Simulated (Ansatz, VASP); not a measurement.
This is a calculation of BeRu3 for VASP 6.6.1.

INCAR

```
SYSTEM = BeRu3
  PREC = Accurate
  ENCUT = 520
  EDIFF = 1E-7
  ISMEAR = -1
  SIGMA = 0.05
  LREAL = .False.
  LASPH = .True.
  NELM = 100
  ALGO = Normal
  ISIF = 2
  LWAVE = .False.
  LCHARG = .True.
  GGA = PE
  LELF = .True.
  LVHAR = .True.
  NBANDS = 30
```

File KPOINTS:

```
regular mesh
0
Gamma
  10 10 10
  0 0 0
```

POSCAR

```
BeRu3
1.0
   -1.8057610000      1.8057610000      3.9533950000
    1.8057610000     -1.8057610000      3.9533950000
    1.8057610000      1.8057610000     -3.9533950000
Ru Be
3 1
Direct
    0.4955140000      0.4953800000     -0.0097780000
    0.2532130000      0.7673220000      0.5018980000
    0.7565020000      0.2361990000      0.4949890000
   -0.0186250000     -0.0166520000     -0.0162140000
```

Potentials or basis: VASP PAW PBE potentials, release 64 (Ru_pv, Be).

The run is started by

```bash
$ cat potpaw_PBE.64/Ru_pv/POTCAR potpaw_PBE.64/Be/POTCAR > POTCAR
$ mpirun -np 1 vasp_std > vasp.out
```

Task: Translate it to Ansatz 0.2.0. Potentials there: Ansatz PAW.

Result: As run (the cutoff follows the program's own potentials):

Contents of input.yaml:

```yaml
crystal:
  lattice:
    - [-1.805761, 1.805761, 3.953395]
    - [1.805761, -1.805761, 3.953395]
    - [1.805761, 1.805761, -3.953395]
  atoms:
    - { symbol: Ru, position: [0.495514, 0.49538, -0.009778] }
    - { symbol: Ru, position: [0.253213, 0.767322, 0.501898] }
    - { symbol: Ru, position: [0.756502, 0.236199, 0.494989] }
    - { symbol: Be, position: [-0.018625, -0.016652, -0.016214] }
hamiltonian:
  xc: pbe
  pseudopotentials: { kind: paw }
kpoints:
  mp_grid: { grid: [10, 10, 10] }
scf:
  occupations: { method: fermi_dirac, width: 0.05 }
output:
  forces: true
  stress: true
  eigenvalues: true
```

Potentials or basis: Ansatz PAW.

The run is started by

```sh
$ ansatz run input.yaml --threads 2 --pin off --max-ram 5120MiB --backend cpu --events-out ev --progress --plain --runs-dir out
```

Both were run:

|  | VASP | Ansatz | Ansatz less VASP |
| --- | --- | --- | --- |
| gap on the k mesh at the Fermi level (eV) | none | none | - |
| pressure (GPa) | -1.1 | -1.1 | -0.01 |
| largest component of the traceless stress (GPa) | 1.56 | 1.55 | -0.015 |
| rms of the force components (eV/Å) | 0.434 | 0.429 | -0.0049 |

Atom by atom the forces differ by 0.006 eV/Å (rms over components). A gap of «none» marks a metal or a gap that the smearing closes. The functional is the same, so the differences come from potentials, cutoffs and numerics. The two sets of potentials don't hold the same shells in valence.
